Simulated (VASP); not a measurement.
Calculation: HSE06 screened hybrid, VASP's PBE PAW potentials (set 64) (plane waves; VASP).

VASP input:

**KPOINTS**
```
Automatic mesh
0
Gamma
7 7 7
0.5 0.5 0.5
```

### INCAR
```
LHFCALC = T
GGA = PE   # PBE
ISYM = 3
SYSTEM = MgS
ISMEAR = 0
LCHARG = F
LREAL = F
ENCUT = 210   # plane-wave cut-off (eV)
NELM = 100
AEXX = 0.25
ALGO = Normal   # blocked Davidson
LASPH = T   # aspherical one-centre terms
PRECFOCK = Fast
PREC = Accurate
EDIFF = 1E-6
LWAVE = F
HFSCREEN = 0.2   # 1/Angstrom
SIGMA = 0.01   # width (eV)
ISIF = 2   # forces and stress, cell fixed
```

File POSCAR:
```
MgS
2.6294020
  0.0000000000   1.0000000000   1.0000000000
  1.0000000000   0.0000000000   1.0000000000
  1.0000000000   1.0000000000   0.0000000000
Mg S
1 1
Cartesian
  0.0000000000   0.0000000000   0.0000000000
  1.0000000000   1.0000000000   1.0000000000
```

POTCAR, in this order: Mg S (PBE.64 set). Program: vasp_std.

The resulting files:

File OSZICAR:
```
       N       E                     dE             d eps       ncg     rms          rms(c)
DAV:   1    -0.248484173029E+03   -0.24848E+03   -0.24268E+03   808   0.383E+02
DAV:   2    -0.265034768514E+03   -0.16551E+02   -0.15498E+02   984   0.780E+01
DAV:   3    -0.265356263223E+03   -0.32149E+00   -0.32149E+00   840   0.135E+01
DAV:   4    -0.265357253769E+03   -0.99055E-03   -0.99053E-03  1104   0.764E-01
DAV:   5    -0.104280219750E+02    0.25493E+03   -0.17052E+00   880   0.104E+01    0.673E+00
DAV:   6    -0.992389881687E+01    0.50412E+00   -0.13402E+00   720   0.608E+00    0.547E+00
DAV:   7    -0.989872225510E+01    0.25177E-01   -0.34063E-01   824   0.307E+00    0.448E+00
DAV:   8    -0.989612249284E+01    0.25998E-02   -0.24672E-02   968   0.872E-01    0.275E+00
DAV:   9    -0.989242782114E+01    0.36947E-02   -0.15347E-03   976   0.330E-01    0.148E+00
DAV:  10    -0.989097399753E+01    0.14538E-02   -0.85057E-04   880   0.240E-01    0.735E-01
DAV:  11    -0.989049945971E+01    0.47454E-03   -0.29432E-04   992   0.145E-01    0.355E-01
DAV:  12    -0.989033355552E+01    0.16590E-03   -0.88847E-05   944   0.835E-02    0.176E-01
DAV:  13    -0.989027426192E+01    0.59294E-04   -0.35382E-05  1024   0.517E-02    0.904E-02
DAV:  14    -0.989025358145E+01    0.20680E-04   -0.14583E-05   968   0.326E-02    0.496E-02
DAV:  15    -0.989024644905E+01    0.71324E-05   -0.57332E-06  1064   0.205E-02    0.303E-02
DAV:  16    -0.989024397122E+01    0.24778E-05   -0.21564E-06   912   0.127E-02    0.204E-02
DAV:  17    -0.989024312265E+01    0.84857E-06   -0.82320E-07   592   0.803E-03
   1 F= -.98902431E+01 E0= -.98902431E+01  d E =-.106410E-61
```

### OUTCAR
```
------------------------ aborting loop because EDIFF is reached ----------------------------------------
  FORCE on cell =-STRESS in cart. coord.  units (eV):
  Direction    XX          YY          ZZ          XY          YZ          ZX
  --------------------------------------------------------------------------------------
  Total       -1.3278338     -1.3278338     -1.3278338      0.0000000      0.0000000      0.0000000
  in kB      -58.5131302    -58.5131302    -58.5131302      0.0000000      0.0000000      0.0000000
  external PRESSURE =     -58.5131302 kB  Pullay stress =       0.0000000 kB
  volume of cell :       36.36
      direct lattice vectors                 reciprocal lattice vectors
     0.000000000  2.629402000  2.629402000    -0.190157306  0.190157306  0.190157306
     2.629402000  0.000000000  2.629402000     0.190157306 -0.190157306  0.190157306
     2.629402000  2.629402000  0.000000000     0.190157306  0.190157306 -0.190157306
 POSITION                                       TOTAL-FORCE (eV/Angst)
 -----------------------------------------------------------------------------------
      0.00000      0.00000      0.00000         0.000000      0.000000      0.000000
      2.62940      2.62940      2.62940         0.000000      0.000000      0.000000
 -----------------------------------------------------------------------------------
    total drift:                                0.000001     -0.000001     -0.000362
  FREE ENERGIE OF THE ION-ELECTRON SYSTEM (eV)
  ---------------------------------------------------
  free  energy   TOTEN  =        -9.8902431227 eV

  energy  without entropy=       -9.8902431227  energy(sigma->0) =       -9.89024312

  exchange ACFDT corr.  =         0.00000000  see jH, gK, PRB 81, 115126
```
(Selected blocks of OUTCAR.)

At this cut-off the stress carries a Pulay error, which pulls relaxed volumes low.

The structure comes from a computed database's MgS entry; how it stands against other phases isn't given here. The cell was not relaxed at this level. The run is one of a series of settings (ENCUT = 210 against the base run), some of them coarse on purpose.
